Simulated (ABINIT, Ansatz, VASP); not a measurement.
One calculation of NbTe, 3 ways

```xyz
2
Lattice="3.4257 0.0000 0.0000 0.0000 3.4257 0.0000 0.0000 0.0000 3.4257" Properties=species:S:1:pos:R:3 pbc="T T T"
Nb    1.6892    1.7131    1.6954
Te    0.0309   -0.0200    0.0281
```

The cell comes from a database or a generator and needn't be the stable form of this composition.

Atoms were shifted at random by some hundredths of an Å from the given cell, which wasn't relaxed again for these runs.

Alike in all runs: task single point; functional PBE; k mesh 8 × 8 × 8; occupations fermi-dirac, width 0.05 eV; no spin polarisation; no spin-orbit coupling. Pressure is positive in compression and, in plane waves, holds the error of the finite cutoff, which Ansatz's Pulay term estimates and takes out.

| program and potentials | plane-wave cutoff (eV) | notes | band gap (eV) | pressure (GPa) | largest force (eV/Å) | energy over the undisturbed cell (meV/atom) |
| --- | --- | --- | --- | --- | --- | --- |
| Ansatz, Ansatz PAW (earlier soft set) | 420 | 14.5 valence electrons an atom on average; Pulay term of +0.03 GPa included | no gap | 0.28 | 0.283 | 5.09 |
| VASP, PBE PAW files Nb_sv, Te, 520 eV | 520 | 9.5 valence electrons an atom on average | no gap | 0.07 | 0.281 | - |
| ABINIT, JTH PAW PBE v2.0 | 435 | 9.5 valence electrons an atom on average | no gap | 1.31 | 0.287 | 5.17 |

Force on atom 1 (Nb), eV/Å:

```tsv
program and potentials	x	y	z
Ansatz, Ansatz PAW (earlier soft set)	0.209	-0.078	0.175
VASP, PBE PAW files Nb_sv, Te, 520 eV	0.207	-0.077	0.174
ABINIT, JTH PAW PBE v2.0	0.212	-0.079	0.177
```

None finds a gap. The pressure spans 0.07 (VASP, PBE PAW files Nb_sv, Te, 520 eV) to 1.31 GPa (ABINIT, JTH PAW PBE v2.0).

The functional is the same throughout but for its coding, so the spread measures potentials, basis and numerics; runs on potential files found faulty are left out.
